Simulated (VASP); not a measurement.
Input:

```xyz
3
Lattice="3.6846 0.0000 0.0000 -1.8423 3.1909 0.0000 0.0000 0.0000 20.9074" Properties=species:S:1:pos:R:3 pbc="T T T"
S      1.8423     1.0636     9.0038
S      0.0000     2.1273    11.9036
Zr     0.0000     0.0000    10.4537
```

Method: HSE06 screened hybrid (exact exchange on a k-mesh reduced by 3x3x1), VASP's PBE PAW potentials (set 64) (plane waves; VASP). Run with PREC = Normal, EDIFF = 1E-5, 400 eV cut-off, 12×12×1 Γ-centred mesh, Gaussian smearing of 0.050 eV, potentials S Zr_sv.

Exact exchange is summed on a reduced mesh (NKRED).

**Question.** Predict the energy per atom (σ→0), largest force, band gap (on the k-mesh) with the smallest direct gap where there is one.

**Answer.** 
| Quantity | Result |
|---|---|
| band gap (on the k-mesh) | 2.06 eV |
| smallest direct gap (on the k-mesh) | 2.66 eV |
| energy per atom (σ→0) | -8.505 eV/atom |
| largest force | 0.230 eV/Å |

The absolute energy has meaning only against runs of the same code, potentials and settings.

The cell is a sheet with vacuum, built from ZrS2 (1T layered). The cell's shape comes from a PBE relaxation.
